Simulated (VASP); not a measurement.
WSi$_{2}$ (MoSi2 type) relaxed at rising pressure, in one space group throughout; other phases were not tried. The pressures are those reached. All values below come from LDA (Ceperley-Alder, Perdew-Zunger), VASP's LDA PAW potentials (set 64) (plane waves; VASP).

| P (GPa) | V (Å³/atom) | k-mesh |
|---|---|---|
| 0.09 | 13.179 | 13×13×13 |
| 5.00 | 12.922 | 13×13×13 |
| 10.07 | 12.684 | 14×14×14 |
| 19.88 | 12.275 | 14×14×14 |
| 29.89 | 11.919 | 14×14×14 |

A change of mesh leaves a small step in the series.

Problem. Fit an equation of state and predict the volume at 44.86 GPa.

Solution. Least squares on the third-order Birch-Murnaghan form, P = (3B0/2)(y⁷ − y⁵)[1 + (3/4)(B′ − 4)(y² − 1)] with y = (V0/V)^(1/3), gives V0 = 13.184 Å³/atom, B0 = 240 GPa and B′ = 4.2, and so 11.467 Å³/atom. The run gave 11.467 Å³/atom, +0.0 % from the fit.

Pressures at which the relaxation failed are left out.

The compound is WSi2 in the MoSi2 type structure.
